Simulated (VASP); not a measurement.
An input for Quantum ESPRESSO's pw.x (written as the equivalent of a VASP run, and not itself run):

```
&CONTROL
  calculation = 'relax'
  pseudo_dir = './pseudo'
  outdir = './out'
  tprnfor = .true.
  tstress = .true.
  nstep = 30
  forc_conv_thr = 3.9e-05
/
&SYSTEM
  ibrav = 0
  nat = 2
  ntyp = 2
  ecutwfc = 96
  occupations = 'smearing'
  smearing = 'methfessel-paxton'
  degauss = 0.00735
  input_dft = 'pbesol'
/
&ELECTRONS
  conv_thr = 7.3e-10
  electron_maxstep = 100
/
&IONS
/
ATOMIC_SPECIES
  Al 26.982 Al.upf
  Co 58.933 Co.upf
CELL_PARAMETERS angstrom
     2.8219163    0.0000000    0.0000000
     0.0000000    2.8219163    0.0000000
     0.0000000    0.0000000    2.8219163
ATOMIC_POSITIONS crystal
  Al   0.5000000  0.5000000  0.5000000
  Co   0.0000000  0.0000000  0.0000000
K_POINTS automatic
  12 12 12 0 0 0
```

Q: Write the VASP files for the same calculation (PBEsol).

A: This is not unique; one that fits is 
### INCAR
```
# general
SYSTEM =CoAl
PREC   =Accurate
ENCUT  =400   # plane-wave cut-off (eV)
LREAL  =.False.   # projection in real space or not
LASPH  =.True.   # aspherical one-centre terms

# electronic loop
EDIFF  =1E-8
NELM   =100   # most electronic steps
ALGO   =Normal   # blocked Davidson
LMAXMIX=4   # l cut-off of mixed one-centre charges

# smearing
ISMEAR =1   # Methfessel-Paxton
SIGMA  =0.1   # width (eV)

# functional
GGA    =PS   # PBEsol

# ions
IBRION =1
NSW    =30   # most ionic steps
ISIF   =2   # forces and stress, cell fixed
EDIFFG =-0.001

# output
LWAVE  =.False.
LCHARG =.False.
```

File KPOINTS:
```
kpoints
0
Gamma
12 12 12
```

### POSCAR
```
CoAl
1
    2.8219163493     0.0000000000     0.0000000000
    0.0000000000     2.8219163493     0.0000000000
    0.0000000000     0.0000000000     2.8219163493
Al Co
1 1
Direct
  0.5000000000   0.5000000000   0.5000000000
  0.0000000000   0.0000000000   0.0000000000
```

POTCAR, in this order: Al Co (PBE.64 set). Program: vasp_std.

What does not carry over: the potentials are each code's own (VASP's PAW set, PseudoDojo norm-conserving files in pw.x), so ENCUT and ecutwfc are chosen apart and not converted; conv_thr bounds pw.x's estimated SCF error, while EDIFF bounds the energy change between steps; forc_conv_thr acts on force components and is met together with etot_conv_thr.

The compound is CoAl in the CsCl type structure. It was relaxed first. The start is the result of an earlier pass.
